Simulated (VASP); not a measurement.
```
WTe
1.0
    0.00000     3.01442     3.01442
    3.01442     0.00000     3.01442
    3.01442     3.01442     0.00000
Te W
1 1
Direct
  0.00000   0.00000   0.00000
  0.50000   0.50000   0.50000
```
Cell charge -0.5.

The numbers are results of PBE GGA, VASP's PBE PAW potentials (set 64) (plane waves; VASP), not measurements. Settings: NELECT = 20.5, 400 eV cut-off, 7×7×7 Γ-centred mesh, Gaussian smearing of 0.050 eV, potentials Te W_sv.

The cell is charged, with a uniform compensating background.

### Question
Give the stress tensor in GPa (positive for a compressed cell).

### Answer

```
1.26  0.00  0.00
0.00  1.26  0.00
0.00  0.00  1.26
```
The pressure is its mean diagonal, 1.26 GPa.

The structure was generated: TeW was put into the rocksalt type (Fm-3m), which need not be its known phase. The cell was not relaxed at this level. The run is one of a series of settings (NELECT = 20.5 against the base run), some of them coarse on purpose.
